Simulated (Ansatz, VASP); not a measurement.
**One calculation of CsHgH3, two programs**

```
Cs Hg H
1.0
     4.31861    0.00000    0.00000
     0.00000    4.31861    0.00000
     0.00000    0.00000    4.31861
Cs Hg H
1 1 3
Direct
  0.00000 0.00000 0.00000
  0.50000 0.50000 0.50000
  0.00000 0.50000 0.50000
  0.50000 0.50000 0.00000
  0.50000 0.00000 0.50000
```

The cell was built by a generator and needn't be a form met in nature.

Alike in both runs: task single point; functional PBE; k mesh 10 × 10 × 10; occupations gaussian, width 0.1 eV; no spin polarisation.

|  | VASP | Ansatz |
| --- | --- | --- |
| version | VASP 6.6.1 | Ansatz 0.2.0 |
| potentials or method | VASP PAW PBE potentials, release 64 (Cs_sv, Hg, H) | scalar-relativistic, plane waves, PAW |
| plane-wave cutoff (eV) | 520 | 420 |
| valence electrons in the cell | 24 | 32 |

```tsv
	VASP	Ansatz	Ansatz less VASP
gap on the k mesh at the Fermi level (eV)	none	none	-
pressure (GPa)	0.2	0.0	-0.12
```

A gap of «none» marks a metal or a gap that the smearing closes. The two sets of potentials don't hold the same shells in valence.

The runs have no spin-orbit coupling, so splittings on Cs, Hg are missing.
